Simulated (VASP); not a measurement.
An input for Ansatz (written as the equivalent of a VASP run, and not itself run):

Ansatz 0.2 input:
```yaml
crystal:
  lattice:
    - [2.6163886, 0.0000000, 0.0000000]
    - [0.0000000, 2.6163886, 0.0000000]
    - [0.0000000, 0.0000000, 2.6163886]
  atoms:
    - { symbol: Mg, position: [0.0000000, 0.0000000, 0.0000000] }
    - { symbol: O, position: [0.5000000, 0.5000000, 0.5000000] }
kpoints:
  mp_grid: { grid: [9, 9, 9] }
hamiltonian:
  xc: r2scan
  pseudopotentials: { kind: paw }
scf:
  occupations: { method: gaussian, width: 0.05 }
  max_iter: 100
relax:
  max_steps: 60
  f_tol: 0.01
  cell: {}
output: { forces: true, stress: true, eigenvalues: true }
```

Q: Write the VASP files for the same calculation (r2SCAN).

A: This is not unique; one that fits is 
File KPOINTS:
```
Automatic mesh
0
Gamma
9 9 9
0 0 0
```

**INCAR**
```
# general
SYSTEM  = MgO
PREC    = Accurate
ENCUT   = 520
LREAL   = .FALSE.
LASPH   = .TRUE.

# electronic loop
EDIFF   = 1E-6
NELM    = 100
ALGO    = Normal
LMIXTAU = .TRUE.

# smearing
ISMEAR  = 0
SIGMA   = 0.05

# functional
METAGGA = R2SCAN

# ions
IBRION  = 2
NSW     = 60
ISIF    = 3
EDIFFG  = -0.01

# output
LWAVE   = .FALSE.
LCHARG  = .FALSE.
```

File POSCAR:
```
MgO
1.0
  2.6163886162   0.0000000000   0.0000000000
  0.0000000000   2.6163886162   0.0000000000
  0.0000000000   0.0000000000   2.6163886162
Mg O
1 1
Cartesian
  0.0000000000   0.0000000000   0.0000000000
  1.3081943081   1.3081943081   1.3081943081
```

POTCAR, in this order: Mg O (PBE.64 set). Program: vasp_std.

What does not carry over: each code has its own PAW files, so the cut-off isn't converted (ENCUT is set for VASP's; basis.ecutwfc is left out, and Ansatz then takes the one that its files recommend); Ansatz stops its SCF on the density residual and VASP on the energy change (EDIFF).

The structure was generated: MgO was put into the CsCl type (Pm-3m), which need not be its known phase. It was relaxed first. The start is the result of an earlier pass.
